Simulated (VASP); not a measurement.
Data:

```
MoTe2
1.0
    1.78894    -3.09854     0.00000
    1.78894     3.09854     0.00000
    0.00000     0.00000    18.97147
Te Mo
4 2
Cartesian
  1.78894   1.03285  16.03832
  1.78894  -1.03285   6.55258
  1.78894  -1.03285   2.93315
  1.78894   1.03285  12.41889
  1.78894   1.03285   4.74287
  1.78894  -1.03285  14.22860
```

All values below come from revPBE GGA, VASP's PBE PAW potentials (set 64) (plane waves; VASP 6.6.1). Settings: 520 eV cut-off, 8×8×2 Γ-centred mesh, tetrahedra with Blöchl corrections, potentials Te Mo_sv.

The cores are frozen, which limits the accuracy of field gradients. Without a dispersion term in the relaxation, distances and binding between the weakly bound layers, chains or molecules are unreliable, and so is what depends on them.

**Question.** Give the principal components of the electric field gradient (V/Å²) and the asymmetry η at each nucleus.

**Answer.** 
```csv
atom,Vxx,Vyy,Vzz,η
Te1,99.8,99.8,-199.6,0.00
Te2,99.8,99.8,-199.6,0.00
Te3,99.8,99.8,-199.6,0.00
Te4,99.8,99.8,-199.6,0.00
Mo5,36.8,36.8,-73.6,0.00
Mo6,36.8,36.8,-73.6,0.00
```

The compound is MoTe2 in the 2H layered structure. It was relaxed first, which changed the volume by +40 %.
